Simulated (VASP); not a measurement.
Input for VASP

### POSCAR
```
RbCl
1
   -0.0000000000     3.3154836657     3.3154836657
    3.3154836657    -0.0000000000     3.3154836657
    3.3154836657     3.3154836657     0.0000000000
Rb Cl
1 1
Direct
  0.0000000000   0.0000000000   0.0000000000
  0.5000000000   0.5000000000   0.5000000000
```

**KPOINTS**
```
Automatic mesh
0
gamma
6 6 6
```

INCAR:
```
# general
SYSTEM   =  RbCl
PREC     =  Accurate
ENCUT    =  520
LREAL    =  .FALSE.
LASPH    =  .TRUE.

# electronic loop
EDIFF    =  1E-6
NELM     =  100
ALGO     =  Normal
LMAXMIX  =  4

# smearing
ISMEAR   =  0
SIGMA    =  0.05

# functional
GGA      =  PE
IVDW     =  13

# ions
IBRION   =  2
NSW      =  60
ISIF     =  3
EDIFFG   =  -0.01

# output
LWAVE    =  .FALSE.
LCHARG   =  .FALSE.
```

POTCAR, in this order: Rb_sv Cl (PBE.64 set). Program: vasp_std.

Task: Write an equivalent input for Ansatz.

Result: One equivalent input (not run):
Ansatz 0.2 input:
```yaml
crystal:
  lattice:
    - [0.0000000, 3.3154837, 3.3154837]
    - [3.3154837, 0.0000000, 3.3154837]
    - [3.3154837, 3.3154837, 0.0000000]
  atoms:
    - { symbol: Rb, position: [0.0000000, 0.0000000, 0.0000000] }
    - { symbol: Cl, position: [0.5000000, 0.5000000, 0.5000000] }
kpoints:
  mp_grid: { grid: [6, 6, 6] }
hamiltonian:
  xc: pbe
  dispersion: d4
  pseudopotentials: { kind: paw }
scf:
  occupations: { method: gaussian, width: 0.05 }
  max_iter: 100
relax:
  max_steps: 60
  f_tol: 0.01
  cell: {}
output: { forces: true, stress: true, eigenvalues: true }
```
The two are equivalent in intent, not identical: each code has its own PAW files, so the cut-off isn't converted (ENCUT is set for VASP's; basis.ecutwfc is left out, and Ansatz then takes the one that its files recommend); Ansatz stops its SCF on the density residual and VASP on the energy change (EDIFF).

The compound is RbCl in the rock salt structure. It was relaxed first. The start is the result of an earlier pass.
